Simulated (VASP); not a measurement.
**Cl2Sn: atomic charges with PBE+TS**

Molecule: Cl2Sn, in a box.

```
Cl Sn
1.0
    11.00000    0.00000    0.00000
     0.00000   13.00000    0.00000
     0.00000    0.00000   11.00000
Cl Sn
2 1
Direct
  0.58987 0.61797 0.55530
  0.45147 0.38526 0.45088
  0.41250 0.56398 0.45234
```

* Program: VASP 6.6.1
* Task: atomic charges
* Functional: PBE
* Dispersion: TS
* Potentials or basis: VASP PAW PBE potentials, release 64 (Cl, Sn_d)
* Cutoff: 520 eV
* k mesh: 1 × 1 × 1
* Occupations: gaussian, width 0.01 eV
* Spin: no spin polarisation
* Further INCAR settings: ALGO = Normal; EDIFF = 1e-06

- Largest force: 0.466 eV/Å
- Gap between the frontier levels: 3.17 eV
- Valence electrons inside the program's atomic spheres: Cl 5.11; Sn 12.13
- Hirshfeld charges: Cl -0.22; Sn +0.45 e
- Dispersion energy per atom: -0.004 eV

Forces on the atoms (eV/Å):
```
Cl   0.317  0.139  0.188
Cl   0.047 -0.371 -0.014
Sn  -0.365  0.232 -0.174
```

Levels at points of the mesh, in eV from the valence-band top:
```csv
k point,band 11,band 12,band 13,band 14,band 15,band 16,band 17,band 18
"(0.00, 0.00, 0.00)",-1.24,-0.76,-0.46,0.00,3.17,5.38,5.48,6.36
```

Run time: 2.4 min on 1 thread of Intel(R) Xeon(R) Platinum 8375C CPU @ 2.90GHz (Ice Lake), on a shared host, peak memory 1.1 GiB.

Caveat: spin-orbit coupling is left out, which moves the levels of the heavy elements. A hybrid or GW would open this gap; PBE tends to underestimate it.
